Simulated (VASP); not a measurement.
Data:

```xyz
1
Lattice="-1.6107 1.6107 1.6107 1.6107 -1.6107 1.6107 1.6107 1.6107 -1.6107" Properties=species:S:1:pos:R:3 pbc="T T T"
Ag     0.0000     0.0000     0.0000
```

Level of theory: PBEsol GGA, VASP's PBE PAW potentials (set 64) (plane waves; VASP). Run with 400 eV cut-off, Gaussian smearing of 0.050 eV, potentials Ag.

**Question.** Give the energies of bands 1 to 7 at the high-symmetry points, in eV from the Fermi level.

**Answer.** 
```
band      Γ      H      N      P
----  -----  -----  -----  -----
1     -8.00  -6.51  -6.56  -5.33
2     -5.00  -6.51  -5.82  -5.33
3     -5.00  -2.80  -3.66  -5.33
4     -5.00  -2.80  -3.47  -3.44
5     -3.60  -2.80  -2.55  -3.44
6     -3.60   6.88  -0.21   5.78
7     17.98   6.88   4.23   6.44
```

It has no gap at this level: it comes out as a metal or semimetal.

The structure was generated: Ag was put into the bcc type (Im-3m), which need not be its known phase. It was relaxed first.
